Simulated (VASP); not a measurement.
All values below come from SCAN meta-GGA, VASP's PBE PAW potentials (set 64) (plane waves; VASP).

VASP input:

### POSCAR
```
Tc
1.0
  1.3629322255  -2.3606682494   0.0000000000
  1.3629322255   2.3606682494   0.0000000000
  0.0000000000   0.0000000000   4.3800090705
Tc
2
Cartesian
  1.3629322255   0.7868909902   1.0950022676
  1.3629322255  -0.7868909902   3.2850068029
```

### KPOINTS
```
Automatic mesh
0
Gamma
15 15 8
0 0 0
```

### INCAR
```
# general
SYSTEM  = Tc
PREC    = Accurate
ENCUT   = 520   # plane-wave cut-off (eV)
LREAL   = .False.
LASPH   = .True.

# electronic loop
EDIFF   = 1E-7   # SCF stop (eV)
NELM    = 100
ALGO    = Normal   # blocked Davidson
LMAXMIX = 4   # l cut-off of mixed one-centre charges
LMIXTAU = .True.

# smearing
ISMEAR  = 1   # Methfessel-Paxton
SIGMA   = 0.1   # width (eV)

# functional
METAGGA = SCAN

# ions
IBRION  = 2   # conjugate gradients
NSW     = 30   # most ionic steps
ISIF    = 4
EDIFFG  = -0.01   # ionic stop

# output
LWAVE   = .False.
LCHARG  = .False.
```

POTCAR, in this order: Tc_pv (PBE.64 set). Program: vasp_std.

What VASP printed:

**OSZICAR**
```
       N       E                     dE             d eps       ncg     rms          rms(c)
DAV:   1     0.266010649563E+03    0.26601E+03   -0.17297E+04  4599   0.166E+03
DAV:   2    -0.748492731918E+02   -0.34086E+03   -0.33766E+03  5162   0.471E+02
DAV:   3    -0.830524623293E+02   -0.82032E+01   -0.80359E+01  5464   0.859E+01
DAV:   4    -0.831271450563E+02   -0.74683E-01   -0.74188E-01  5133   0.822E+00
DAV:   5    -0.831278268403E+02   -0.68178E-03   -0.68172E-03  5024   0.750E-01    0.313E+01
DAV:   6    -0.710292776010E+02    0.12099E+02   -0.12823E+01  4709   0.429E+01    0.397E+00
DAV:   7    -0.690045419128E+02    0.20247E+01   -0.15096E+00  5200   0.987E+00    0.103E+00
DAV:   8    -0.704579533641E+02   -0.14534E+01   -0.80528E-01  4752   0.753E+00    0.179E+00
DAV:   9    -0.702309315774E+02    0.22702E+00   -0.65016E-01  4606   0.104E+01    0.980E-01
DAV:  10    -0.702422387869E+02   -0.11307E-01   -0.47412E-02  4688   0.279E+00    0.962E-01
DAV:  11    -0.701959266580E+02    0.46312E-01   -0.45342E-02  4590   0.256E+00    0.854E-01
DAV:  12    -0.702150944836E+02   -0.19168E-01   -0.73468E-03  4757   0.916E-01    0.477E-01
DAV:  13    -0.701283366768E+02    0.86758E-01   -0.25385E-01  4590   0.566E+00    0.270E-01
DAV:  14    -0.701281253822E+02    0.21129E-03   -0.13986E-03  5081   0.387E-01    0.282E-01
DAV:  15    -0.701283676962E+02   -0.24231E-03   -0.26885E-05  4737   0.503E-02    0.276E-01
DAV:  16    -0.701290381636E+02   -0.67047E-03   -0.83277E-03  4590   0.114E+00    0.158E-01
DAV:  17    -0.701294505970E+02   -0.41243E-03   -0.69288E-04  4590   0.304E-01    0.154E-01
DAV:  18    -0.701300154835E+02   -0.56489E-03   -0.14243E-04  4609   0.128E-01    0.137E-01
DAV:  19    -0.701301857098E+02   -0.17023E-03   -0.27075E-03  4672   0.632E-01    0.478E-02
DAV:  20    -0.701304433246E+02   -0.25761E-03   -0.69607E-04  4671   0.336E-01    0.197E-02
DAV:  21    -0.701304922378E+02   -0.48913E-04   -0.39160E-05  4651   0.601E-02    0.175E-02
DAV:  22    -0.701305748070E+02   -0.82569E-04   -0.61071E-04  4590   0.251E-01    0.324E-02
DAV:  23    -0.701306169659E+02   -0.42159E-04   -0.22902E-05  4908   0.470E-02    0.364E-02
DAV:  24    -0.701306369010E+02   -0.19935E-04   -0.74260E-06  4688   0.302E-02    0.416E-02
DAV:  25    -0.701306005119E+02    0.36389E-04   -0.12962E-04  4678   0.127E-01    0.166E-02
DAV:  26    -0.701306030412E+02   -0.25293E-05   -0.18116E-05  4706   0.420E-02    0.896E-03
DAV:  27    -0.701306042277E+02   -0.11865E-05   -0.93490E-07  5065   0.922E-03    0.686E-03
DAV:  28    -0.701306045802E+02   -0.35247E-06   -0.67220E-06  4590   0.287E-02    0.383E-03
DAV:  29    -0.701306070520E+02   -0.24719E-05   -0.17628E-06  4695   0.147E-02    0.121E-03
DAV:  30    -0.701306062949E+02    0.75709E-06   -0.36395E-07  4590   0.792E-03    0.396E-04
DAV:  31    -0.701306062949E+02    0.75033E-10   -0.31437E-07  4525   0.576E-03
   1 F= -.70130606E+02 E0= -.70130582E+02  d E =-.701306E+02
       N       E                     dE             d eps       ncg     rms          rms(c)
DAV:   1    -0.701345547889E+02   -0.39485E-02   -0.22057E-01  4590   0.418E+00    0.372E-01
DAV:   2    -0.701304540532E+02    0.41007E-02   -0.73344E-03  4822   0.774E-01    0.166E-01
DAV:   3    -0.701307753518E+02   -0.32130E-03   -0.44180E-03  4646   0.792E-01    0.464E-02
DAV:   4    -0.701307148213E+02    0.60531E-04   -0.54606E-04  4817   0.285E-01    0.273E-02
DAV:   5    -0.701308307278E+02   -0.11591E-03   -0.12036E-04  4607   0.126E-01    0.141E-02
DAV:   6    -0.701307193543E+02    0.11137E-03   -0.19781E-04  4593   0.177E-01    0.386E-03
DAV:   7    -0.701307175536E+02    0.18006E-05   -0.14271E-05  4670   0.444E-02    0.194E-03
DAV:   8    -0.701307205085E+02   -0.29549E-05   -0.25128E-06  4720   0.178E-02    0.631E-04
DAV:   9    -0.701307110178E+02    0.94908E-05   -0.11105E-06  4611   0.144E-02    0.348E-04
DAV:  10    -0.701307127366E+02   -0.17189E-05   -0.31639E-07  4535   0.757E-03    0.164E-04
DAV:  11    -0.701307135091E+02   -0.77247E-06   -0.11591E-07  2589   0.460E-03    0.506E-05
DAV:  12    -0.701307131451E+02    0.36400E-06   -0.61770E-09  2295   0.957E-04    0.331E-05
DAV:  13    -0.701307132694E+02   -0.12424E-06   -0.25256E-09  2295   0.544E-04    0.226E-05
DAV:  14    -0.701307134861E+02   -0.21671E-06   -0.50233E-10  2295   0.270E-04    0.136E-05
DAV:  15    -0.701307134411E+02    0.45013E-07   -0.95164E-11  2295   0.109E-04
   2 F= -.70130713E+02 E0= -.70130803E+02  d E =-.107146E-03
       N       E                     dE             d eps       ncg     rms          rms(c)
DAV:   1    -0.701314531900E+02   -0.73970E-03   -0.36522E-02  4590   0.170E+00    0.151E-01
DAV:   2    -0.701308378823E+02    0.61531E-03   -0.12124E-03  4838   0.315E-01    0.679E-02
DAV:   3    -0.701307577846E+02    0.80098E-04   -0.73453E-04  4646   0.323E-01    0.188E-02
DAV:   4    -0.701308038131E+02   -0.46028E-04   -0.89966E-05  4806   0.116E-01    0.108E-02
DAV:   5    -0.701307952464E+02    0.85667E-05   -0.24530E-05  4605   0.579E-02    0.493E-03
DAV:   6    -0.701308118092E+02   -0.16563E-04   -0.41653E-05  4591   0.822E-02    0.136E-03
DAV:   7    -0.701308120572E+02   -0.24803E-06   -0.30666E-06  4655   0.208E-02    0.499E-04
DAV:   8    -0.701308104191E+02    0.16381E-05   -0.17259E-07  3425   0.465E-03    0.252E-04
DAV:   9    -0.701308121687E+02   -0.17496E-05   -0.10952E-07  2855   0.435E-03    0.107E-04
DAV:  10    -0.701308119187E+02    0.25006E-06   -0.18689E-08  2295   0.164E-03    0.447E-05
DAV:  11    -0.701308114087E+02    0.50994E-06   -0.19975E-09  2295   0.603E-04    0.223E-05
DAV:  12    -0.701308115517E+02   -0.14296E-06   -0.34318E-10  2295   0.216E-04    0.161E-05
DAV:  13    -0.701308113904E+02    0.16124E-06   -0.30471E-10  2295   0.217E-04    0.125E-05
DAV:  14    -0.701308113869E+02    0.35334E-08   -0.57220E-11  2295   0.825E-05
   3 F= -.70130811E+02 E0= -.70130859E+02  d E =-.205092E-03
```

**OUTCAR**
```
------------------------ aborting loop because EDIFF is reached ----------------------------------------
  FORCE on cell =-STRESS in cart. coord.  units (eV):
  Direction    XX          YY          ZZ          XY          YZ          ZX
  --------------------------------------------------------------------------------------
  Total       -0.0381033     -0.0381033     -0.0345593     -0.0000000      0.0000000      0.0000000
  in kB       -2.1660009     -2.1660016     -1.9645445     -0.0000000      0.0000000      0.0000000
  external PRESSURE =      -2.0988490 kB  Pullay stress =       0.0000000 kB
  volume of cell :       28.18
      direct lattice vectors                 reciprocal lattice vectors
     1.364277956 -2.362999123 -0.000000000     0.366494231 -0.211595508  0.000000000
     1.364277956  2.362999123  0.000000000     0.366494231  0.211595508 -0.000000000
     0.000000000  0.000000000  4.371372409     0.000000000 -0.000000000  0.228761109
 POSITION                                       TOTAL-FORCE (eV/Angst)
 -----------------------------------------------------------------------------------
      1.36428      0.78767      1.09284         0.000000      0.000000      0.000000
      1.36428     -0.78767      3.27853         0.000000     -0.000000      0.000000
 -----------------------------------------------------------------------------------
    total drift:                               -0.000025      0.000608     -0.000043
  FREE ENERGIE OF THE ION-ELECTRON SYSTEM (eV)
  ---------------------------------------------------
  free  energy   TOTEN  =       -70.1308113869 eV

  energy  without entropy=      -70.1309557202  energy(sigma->0) =      -70.13085950

 reached required accuracy - stopping structural energy minimisation
```
(Selected blocks of OUTCAR.)

**CONTCAR**
```
Tc
   1.00000000000000
     1.3642779556668483   -2.3629991231500758   -0.0000000000000000
     1.3642779556668483    2.3629991231500758    0.0000000000000000
     0.0000000000000000    0.0000000000000000    4.3713724086516628
  Tc
     2
Direct
     0.3333330000000032    0.6666669999999968    0.2500000000000000
     0.6666669999999968    0.3333330000000032    0.7500000000000000
```

The compound is Tc in the hcp structure. This run relaxes it. Symmetry was kept, so distortions that lower it aren't found.
